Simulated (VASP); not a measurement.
Input:

```
Li2S
1.0
    0.00000     2.59387     2.59387
    2.59387     0.00000     2.59387
    2.59387     2.59387     0.00000
Li S
2 1
Direct
  0.25000   0.25000   0.25000
  0.75000   0.75000   0.75000
  0.00000   0.00000   0.00000
```

Computed with PBE GGA, VASP's PBE PAW potentials (set 64) (plane waves; VASP). Settings: 620 eV cut-off, 7×7×7 Γ-centred mesh, Gaussian smearing of 0.050 eV, potentials Li_sv S.

Energy and stress use the plane-wave basis of the starting cell.

Q: The ions, cell shape and volume at an external pressure of 30.0 GPa are relaxed. Give the cell that the relaxation ends in.

A: 
```
Li2S
1.0
    0.00000     2.52599     2.52599
    2.52599     0.00000     2.52599
    2.52599     2.52599     0.00000
Li S
2 1
Direct
  0.25000   0.25000   0.25000
  0.75000   0.75000   0.75000
  0.00000   0.00000   0.00000
```
Space group Fm-3m (225), at a tolerance of 0.03 Å.

Q: How do energy and volume change from the first to the last step?

A: The energy (σ→0) changes by +137.6 meV/atom and the volume by -7.6 %, in 3 ionic steps.

```csv
step,E(σ→0) (eV),max force (eV/Å),pressure (GPa),volume (Å³)
1,-11.4164,0.000,20.09,34.90
2,-10.8360,0.000,33.91,31.39
3,-11.0035,0.000,30.01,32.23
```

The compound is Li2S in the antifluorite structure. This run relaxes it under an external pressure of 30 GPa. Symmetry was kept, so distortions that lower it aren't found.
